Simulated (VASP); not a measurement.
An input for Quantum ESPRESSO's pw.x (written as the equivalent of a VASP run, and not itself run):

```
&CONTROL
  calculation = 'vc-relax'
  pseudo_dir = './pseudo'
  outdir = './out'
  tprnfor = .true.
  tstress = .true.
  nstep = 60
  forc_conv_thr = 0.00078
/
&SYSTEM
  ibrav = 0
  nat = 6
  ntyp = 2
  ecutwfc = 84
  occupations = 'smearing'
  smearing = 'gaussian'
  degauss = 0.003675
  input_dft = 'vdw-df-obk8'
/
&ELECTRONS
  conv_thr = 7.3e-08
  electron_maxstep = 100
/
&IONS
/
&CELL
/
ATOMIC_SPECIES
  Ti 47.867 Ti.upf
  O 15.999 O.upf
CELL_PARAMETERS angstrom
    -1.8888267    1.8888267    4.7684148
     1.8888267   -1.8888267    4.7684148
     1.8888267    1.8888267   -4.7684148
ATOMIC_POSITIONS crystal
  Ti   0.7500000  0.2500000  0.5000000
  Ti   0.0000000  0.0000000  0.0000000
  O    0.5418181  0.0418181  0.5000000
  O    0.7918181  0.7918181  0.0000000
  O    0.2081819  0.2081819  1.0000000
  O    0.9581819  0.4581819  0.5000000
K_POINTS automatic
  8 8 8 0 0 0
```

Task: Translate this input to VASP (INCAR, KPOINTS, POSCAR, choice of POTCAR).

Result: This is not unique; one that fits is 
**POSCAR**
```
TiO2
1
   -1.8888266861     1.8888266861     4.7684147952
    1.8888266861    -1.8888266861     4.7684147952
    1.8888266861     1.8888266861    -4.7684147952
Ti O
2 4
Direct
  0.7500000000   0.2500000000   0.5000000000
  0.0000000000   0.0000000000   0.0000000000
  0.5418180818   0.0418180818   0.5000000000
  0.7918180818   0.7918180818   0.0000000000
  0.2081819182   0.2081819182   1.0000000000
  0.9581819182   0.4581819182   0.5000000000
```

File KPOINTS:
```
Automatic mesh
0
Gamma
8 8 8
0 0 0
```

INCAR:
```
SYSTEM = TiO2
PREC = Accurate; ENCUT = 520; LREAL = F
LASPH = T
EDIFF = 1E-6; NELM = 100; ALGO = Normal
LMAXMIX = 4
ISMEAR = 0; SIGMA = 0.05
GGA = BO; LUSE_VDW = T; AGGAC = 0.0
PARAM1 = 0.1833333333; PARAM2 = 0.22
IBRION = 2; NSW = 60; ISIF = 3
EDIFFG = -0.02
LWAVE = F; LCHARG = F
```

POTCAR, in this order: Ti_sv O (PBE.64 set). Program: vasp_std.

The two are equivalent in intent, not identical: the potentials are each code's own (VASP's PAW set, PseudoDojo norm-conserving files in pw.x), so ENCUT and ecutwfc are chosen apart and not converted; conv_thr bounds pw.x's estimated SCF error, while EDIFF bounds the energy change between steps; forc_conv_thr acts on force components and is met together with etot_conv_thr.

The compound is TiO2 in the anatase structure, one of several forms; rutile is the usual stable one. This run relaxes it. Symmetry was kept, so distortions that lower it aren't found. The start is the result of an earlier pass.
